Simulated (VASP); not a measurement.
Energy against volume of NiSi2 (fluorite). Method: vdW-DF2, VASP's PBE PAW potentials (set 64) (plane waves; VASP). Numerical set-up: 520 eV cut-off, 10×10×10 Γ-centred mesh, first-order Methfessel-Paxton smearing of 0.10 eV, potentials Si Ni.

| V (Å³/atom) | E (eV/atom) |
|---|---|
| 13.652 | -3.21566 |
| 14.087 | -3.23057 |
| 14.523 | -3.23509 |
| 14.959 | -3.23076 |

### Question
Fit these four points and predict the energy of the run at 15.395 Å³/atom.

### Answer
A cubic in V^(−2/3), the third-order Birch-Murnaghan form, passes through the four points with V0 = 14.52 Å³/atom and B0 = 108 GPa, and gives -3.2189 eV/atom there. The run gave -3.2193 eV/atom, -0.4 meV/atom from the fit; all five points give B0 = 107 GPa.

The compound is NiSi2 in the fluorite structure. It was relaxed first, which changed the volume by +10 %. The run is not spin-polarised, so no magnetic state was tried.
